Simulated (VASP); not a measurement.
Input:

```
InAs
1.0
    0.00000     3.01576     3.01576
    3.01576     0.00000     3.01576
    3.01576     3.01576     0.00000
In As
1 1
Direct
  0.75000   0.75000   0.75000
  0.00000   0.00000   0.00000
```

These are LDA (Ceperley-Alder, Perdew-Zunger) with spin-orbit coupling, VASP's LDA PAW potentials (set 64) (plane waves; VASP) values and carry that method's errors. Settings: 400 eV cut-off, 10×10×10 Γ-centred mesh, Gaussian smearing of 0.050 eV, potentials In_d As.

Q: Give the energies of bands 13 to 25 at the high-symmetry points, in eV from the Fermi level.

A: 
```
band      Γ      X      U      L      W
----  -----  -----  -----  -----  -----
13    -0.47  -6.07  -5.95  -5.99  -5.95
14    -0.47  -6.07  -5.90  -5.99  -5.89
15    -0.36  -2.50  -3.48  -1.26  -3.19
16    -0.36  -2.50  -3.47  -1.26  -3.13
17     0.00  -2.49  -2.11  -1.00  -3.09
18     0.00  -2.49  -2.11  -1.00  -3.00
19     0.00   1.29   1.87   0.71   3.93
20     0.00   1.29   1.88   0.71   4.09
21     3.39   1.84   4.05   4.40   4.12
22     3.39   1.84   4.11   4.40   4.13
23     3.86   8.87   6.97   4.58   4.63
24     3.86   8.94   7.11   4.58   4.89
25     3.86   9.00   7.24   6.58   5.84
```

It has no gap at this level: it comes out as a metal or semimetal.

The structure comes from a computed database's InAs entry (F-43m); how it stands against other phases isn't given here. It was relaxed first.
